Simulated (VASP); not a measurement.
A run of VASP 6.6.1 is set up as follows.

INCAR

```
ALGO     = Fast           # electronic algorithm
EDIFF    = 1E-4           # SCF threshold, eV
EDIFFG   = -0.08          # ionic threshold
ENCUT    = 520            # plane-wave cutoff, eV
GGA      = PE             # functional
IBRION   = 2              # ionic algorithm
ISIF     = 3              # what is computed and relaxed
ISMEAR   = 0              # smearing method
KPAR     = 2            
LASPH    = True           # aspherical terms in the spheres
LCHARG   = False          # write CHGCAR
LREAL    = False          # projectors in reciprocal space
LWAVE    = False          # write WAVECAR
NELM     = 60             # most SCF steps
NSW      = 24             # ionic steps
PREC     = Normal         # precision mode
SIGMA    = 0.15           # smearing width, eV
```

File KPOINTS:

```
k-points
0
Gamma
  7 7 4
```

Contents of POSCAR:

```
SiB
1.0
    3.4072840300      0.0000000000      0.0000000000
   -1.7036420100      2.9507945200      0.0000000000
    0.0000000000      0.0000000000      5.6293822000
Si B
2 2
Direct
    0.6666666700      0.3333333300      0.5003920200
    0.3333333300      0.6666666700      0.0003920200
    0.6666666700      0.3333333300      0.8746070300
    0.3333333300      0.6666666700      0.3746070300
```

Potentials or basis: VASP PAW PBE potentials, release 64 (Si, B).

Run with:

```bash
$ cat potpaw_PBE.64/Si/POTCAR potpaw_PBE.64/B/POTCAR > POTCAR
$ mpirun -np 2 vasp_std > vasp.out
```

**Question.** Predict the relaxed cell.

**Answer.** a = 3.320 Å, b = 3.320 Å, c = 5.475 Å, α = 90.00°, β = 90.00°, γ = 120.00°.

**Question.** Predict the band gap on the k mesh.

**Answer.** None (metal or under the smearing width).

**Question.** Predict the space group after relaxing (to 0.05 Å).

**Answer.** P6_3mc (No. 186).

**Question.** What does it give for the relaxed volume?

**Answer.** 13.06 Å³/atom.

Stress tensor (GPa, compression positive):
```
-0.25  0.00  0.00
 0.00 -0.25  0.00
 0.00  0.00  0.66
```
